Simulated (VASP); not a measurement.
Input:

```
CsBr
1.0
    4.38646     0.00000     0.00000
    0.00000     4.38646     0.00000
    0.00000     0.00000     4.38646
Cs Br
1 1
Direct
  0.00000   0.00000   0.00000
  0.50000   0.50000   0.50000
```

Computed with PBE GGA, VASP's PBE PAW potentials (set 64) (plane waves; VASP). Settings: 480 eV cut-off, 6×6×6 Γ-centred mesh, Gaussian smearing of 0.050 eV, potentials Cs_sv Br.

Energy and stress use the plane-wave basis of the starting cell.

Question: The ions, cell shape and volume at an external pressure of 15.0 GPa are relaxed. Which structure does the run end with?

Answer: 
```
CsBr
1.0
    3.81986     0.00000     0.00000
    0.00000     3.81986     0.00000
    0.00000     0.00000     3.81986
Cs Br
1 1
Direct
  0.00000   0.00000   0.00000
  0.50000   0.50000   0.50000
```
Space group Pm-3m (221), at a tolerance of 0.03 Å.

Question: How do energy and volume change from the first to the last step?

Answer: The energy (σ→0) changes by +446.3 meV/atom and the volume by -34.0 %, in 7 ionic steps.

| step | E(σ→0) (eV) | max force (eV/Å) | pressure (GPa) | volume (Å³) |
|---|---|---|---|---|
| 1 | -6.0242 | 0.000 | 0.06 | 84.40 |
| 2 | -3.4291 | 0.000 | 39.11 | 44.87 |
| 3 | -5.1840 | 0.000 | 14.26 | 56.31 |
| 4 | -5.1398 | 0.000 | 14.89 | 55.82 |
| 5 | -5.0930 | 0.000 | 15.55 | 55.33 |
| 6 | -5.1601 | 0.000 | 14.60 | 56.05 |
| 7 | -5.1317 | 0.000 | 15.01 | 55.74 |

The compound is CsBr in the CsCl type structure. This run relaxes it under an external pressure of 15 GPa. Symmetry was kept, so distortions that lower it aren't found.
